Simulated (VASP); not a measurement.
Output of a VASP run:

OUTCAR:
```
 ion  position               nearest neighbor table
   1  0.333  0.667  0.250-   2 3.21   2 3.21   2 3.21   2 3.21   2 3.21   2 3.21
   2  0.667  0.333  0.750-   1 3.21   1 3.21   1 3.21   1 3.21   1 3.21   1 3.21
  LATTYP: Found a hexagonal cell.
 ALAT       =     4.0087536718
 C/A-ratio  =     1.1072601385
 Subroutine PRICEL returns:
 Original cell was already a primitive cell.
 Subroutine GETGRP returns: Found 24 space group operations
The static configuration has the point symmetry D_3d.
 The point group associated with its full space group is D_6h.
The dynamic configuration has the point symmetry D_3d.
 Subroutine INISYM returns: Found 24 space group operations
 Subroutine IBZKPT returns following result:
 Found     70 irreducible k-points:

 Following reciprocal coordinates:
            Coordinates               Weight
  0.000000  0.000000  0.000000      1.000000
  0.100000  0.000000  0.000000      6.000000
  0.200000  0.000000  0.000000      6.000000
  0.300000  0.000000  0.000000      6.000000
  0.400000  0.000000  0.000000      6.000000
  0.500000  0.000000  0.000000      3.000000
  0.100000  0.100000  0.000000      6.000000
  0.200000  0.100000  0.000000     12.000000
  0.300000  0.100000  0.000000     12.000000
  0.400000  0.100000  0.000000     12.000000
  0.200000  0.200000  0.000000      6.000000
  0.300000  0.200000  0.000000     12.000000
  0.400000  0.200000  0.000000      6.000000
  0.300000  0.300000  0.000000      6.000000
  0.000000  0.000000  0.125000      2.000000
  0.100000  0.000000  0.125000     12.000000
  0.200000  0.000000  0.125000     12.000000
  0.300000  0.000000  0.125000     12.000000
  0.400000  0.000000  0.125000     12.000000
  0.500000  0.000000  0.125000      6.000000
  0.100000  0.100000  0.125000     12.000000
  0.200000  0.100000  0.125000     24.000000
  0.300000  0.100000  0.125000     24.000000
  0.400000  0.100000  0.125000     24.000000
  0.200000  0.200000  0.125000     12.000000
  0.300000  0.200000  0.125000     24.000000
  0.400000  0.200000  0.125000     12.000000
  0.300000  0.300000  0.125000     12.000000
  0.000000  0.000000  0.250000      2.000000
  0.100000  0.000000  0.250000     12.000000
  0.200000  0.000000  0.250000     12.000000
  0.300000  0.000000  0.250000     12.000000
  0.400000  0.000000  0.250000     12.000000
  0.500000  0.000000  0.250000      6.000000
  0.100000  0.100000  0.250000     12.000000
  0.200000  0.100000  0.250000     24.000000
  0.300000  0.100000  0.250000     24.000000
  0.400000  0.100000  0.250000     24.000000
  0.200000  0.200000  0.250000     12.000000
  0.300000  0.200000  0.250000     24.000000
   k-points           NKPTS =     70   k-points in BZ     NKDIM =     70   number of bands    NBANDS=     10
   number of dos      NEDOS =    301   number of ions     NIONS =      2
   total plane-waves  NPLWV =  23520
   dimension x,y,z NGX =    28 NGY =   28 NGZ =   30
   dimension x,y,z NGXF=    56 NGYF=   56 NGZF=   60
   ions per type =               2
   PREC   = accura    normal or accurate (medium, high low for compatibility)
   ISTART =      0    job   : 0-new  1-cont  2-samecut
   ICHARG =      2    charge: 1-file 2-atom 10-const
   ISPIN  =      1    spin polarized calculation?
   LNONCOLLINEAR =      F non collinear calculations
   LSORBIT =      F    spin-orbit coupling
   INIWAV =      1    electr: 0-lowe 1-rand  2-diag
   ENCUT  =  400.0 eV  29.40 Ry    5.42 a.u.   6.54  6.54  7.24*2*pi/ulx,y,z
   NELM   =    100;   NELMIN=  2; NELMDL= -5     # of ELM steps
   EDIFF  = 0.1E-05   stopping-criterion for ELM
   LREAL  =      F    real-space projection
   NLSPLINE    = F    spline interpolate recip. space projectors
   LMAXMIX     =    4 max onsite mixed and CHGCAR
   VOSKOWN=      0    Vosko Wilk Nusair interpolation
   EDIFFG = -.1E-01   stopping-criterion for IOM
   NSW    =     60    number of steps for IOM
...
```

OSZICAR:
```
...
DAV:   1    -0.503871974276E+02   -0.12285E-02   -0.62605E-02  1500   0.153E+00    0.189E-01
DAV:   2    -0.503867074014E+02    0.49003E-03   -0.14476E-03  1470   0.287E-01    0.806E-02
DAV:   3    -0.503867242421E+02   -0.16841E-04   -0.49518E-04  1444   0.184E-01    0.238E-02
DAV:   4    -0.503867270805E+02   -0.28383E-05   -0.75500E-05  1506   0.708E-02    0.216E-02
DAV:   5    -0.503867232343E+02    0.38461E-05   -0.36013E-05  1422   0.549E-02    0.617E-03
DAV:   6    -0.503867381728E+02   -0.14939E-04   -0.55992E-06  1432   0.241E-02    0.195E-03
DAV:   7    -0.503867371567E+02    0.10162E-05   -0.60147E-07   760   0.895E-03    0.673E-04
DAV:   8    -0.503867388259E+02   -0.16692E-05   -0.28988E-07   724   0.573E-03    0.367E-04
DAV:   9    -0.503867378243E+02    0.10016E-05   -0.11980E-07   720   0.378E-03    0.125E-04
DAV:  10    -0.503867381943E+02   -0.37003E-06   -0.72001E-09   724   0.803E-04
   3 F= -.50386738E+02 E0= -.50386731E+02  d E =-.572633E-02
       N       E                     dE             d eps       ncg     rms          rms(c)
DAV:   1    -0.503867803855E+02   -0.42561E-04   -0.28634E-03  1504   0.328E-01    0.393E-02
DAV:   2    -0.503867590625E+02    0.21323E-04   -0.64818E-05  1474   0.608E-02    0.168E-02
DAV:   3    -0.503867610430E+02   -0.19805E-05   -0.21632E-05  1446   0.384E-02    0.504E-03
DAV:   4    -0.503867614433E+02   -0.40023E-06   -0.32945E-06  1440   0.147E-02
   4 F= -.50386761E+02 E0= -.50386712E+02  d E =-.574958E-02
       N       E                     dE             d eps       ncg     rms          rms(c)
DAV:   1    -0.503899221205E+02   -0.31611E-02   -0.12278E-01  1432   0.192E+00    0.332E-01
DAV:   2    -0.503881326592E+02    0.17895E-02   -0.38852E-03  1440   0.489E-01    0.181E-01
DAV:   3    -0.503871833885E+02    0.94927E-03   -0.23226E-03  1428   0.309E-01    0.163E-01
DAV:   4    -0.503871914023E+02   -0.80138E-05   -0.63875E-05  2034   0.662E-02    0.151E-01
DAV:   5    -0.503871923511E+02   -0.94882E-06   -0.28718E-06  1382   0.194E-02
   5 F= -.50387192E+02 E0= -.50387084E+02  d E =-.430908E-03
       N       E                     dE             d eps       ncg     rms          rms(c)
DAV:   1    -0.503878024309E+02   -0.61103E-03   -0.18172E-02  1438   0.742E-01    0.124E-01
DAV:   2    -0.503875750247E+02    0.22741E-03   -0.52349E-04  1438   0.177E-01    0.681E-02
DAV:   3    -0.503873886847E+02    0.18634E-03   -0.35731E-04  1432   0.113E-01    0.582E-02
DAV:   4    -0.503874159568E+02   -0.27272E-04   -0.78601E-06  1936   0.272E-02    0.548E-02
DAV:   5    -0.503873898571E+02    0.26100E-04   -0.28733E-06  1422   0.235E-02    0.324E-02
DAV:   6    -0.503874466283E+02   -0.56771E-04   -0.17790E-05  1404   0.596E-02    0.558E-03
DAV:   7    -0.503874363635E+02    0.10265E-04   -0.36975E-06  1412   0.267E-02    0.383E-03
DAV:   8    -0.503874380044E+02   -0.16410E-05   -0.47600E-08   712   0.215E-03    0.261E-03
DAV:   9    -0.503874342759E+02    0.37286E-05   -0.82930E-08   706   0.404E-03    0.976E-04
DAV:  10    -0.503874347125E+02   -0.43663E-06   -0.24451E-08   706   0.162E-03
   6 F= -.50387435E+02 E0= -.50387341E+02  d E =-.673269E-03
       N       E                     dE             d eps       ncg     rms          rms(c)
DAV:   1    -0.503874348776E+02   -0.60174E-06   -0.18922E-05  1440   0.239E-02    0.423E-03
DAV:   2    -0.503874343151E+02    0.56245E-06   -0.54565E-07   712   0.592E-03
   7 F= -.50387434E+02 E0= -.50387341E+02  d E =-.672872E-03
```

OUTCAR:
```
------------------------ aborting loop because EDIFF is reached ----------------------------------------
  FORCE on cell =-STRESS in cart. coord.  units (eV):
  Direction    XX          YY          ZZ          XY          YZ          ZX
  --------------------------------------------------------------------------------------
  Total        0.0090830      0.0090830     -0.0196786      0.0000000      0.0000000      0.0000000
  in kB        0.2325914      0.2325914     -0.5039140      0.0000000      0.0000000      0.0000000
  external PRESSURE =      -0.0129104 kB  Pullay stress =       0.0000000 kB
  volume of cell :       62.57
      direct lattice vectors                 reciprocal lattice vectors
     4.066037460 -0.000000000  0.000000000     0.245939692  0.141993331 -0.000000000
    -2.033018730  3.521292138  0.000000000     0.000000000  0.283986662 -0.000000000
     0.000000000  0.000000000  4.369929109    -0.000000000 -0.000000000  0.228836664
 POSITION                                       TOTAL-FORCE (eV/Angst)
 -----------------------------------------------------------------------------------
     -0.00000      2.34753      1.09248        -0.000000      0.000000      0.000000
      2.03302      1.17376      3.27745         0.000000     -0.000000      0.000000
 -----------------------------------------------------------------------------------
    total drift:                               -0.000199      0.000075      0.000004
  FREE ENERGIE OF THE ION-ELECTRON SYSTEM (eV)
  ---------------------------------------------------
  free  energy   TOTEN  =       -50.3874343151 eV

  energy  without entropy=      -50.3871530743  energy(sigma->0) =      -50.38734057

 reached required accuracy - stopping structural energy minimisation
```
(Selected blocks of OUTCAR.)

**POSCAR**
```
Te
1
    4.0087536718     0.0000000000    -0.0000000000
   -2.0043768359     3.4716829051    -0.0000000000
   -0.0000000000     0.0000000000     4.4387331457
Te
2
Direct
  0.3333330000   0.6666670000   0.2500000000
  0.6666670000   0.3333330000   0.7500000000
```

Task: Write an INCAR and KPOINTS that could have produced this output.

Result: One answer among several that fit: the input of the run itself, r2SCAN meta-GGA, plane waves, VASP's PBE PAW potentials (set 64).

INCAR:
```
! general
SYSTEM =Te
PREC   =Accurate
ENCUT  =400   ! plane-wave cut-off (eV)
LREAL  =.False.   ! projection in real space or not
LASPH  =.True.   ! aspherical one-centre terms

! electronic loop
EDIFF  =1E-6
NELM   =100
ALGO   =Normal   ! blocked Davidson
LMAXMIX=4
LMIXTAU=.True.

! smearing
ISMEAR =1   ! Methfessel-Paxton
SIGMA  =0.1   ! width (eV)

! functional
METAGGA=R2SCAN

! ions
IBRION =2   ! conjugate gradients
NSW    =60   ! most ionic steps
ISIF   =3
EDIFFG =-0.01

! output
LWAVE  =.False.
LCHARG =.False.
```

**KPOINTS**
```
Automatic mesh
0
Gamma
10 10 8
0 0 0
```

POTCAR, in this order: Te (PBE.64 set). Program: vasp_std.

The structure was generated: Te was put into the hcp type (P6_3/mmc), which need not be its known phase. This run relaxes it. Symmetry was kept, so distortions that lower it aren't found. The start is the result of an earlier pass.
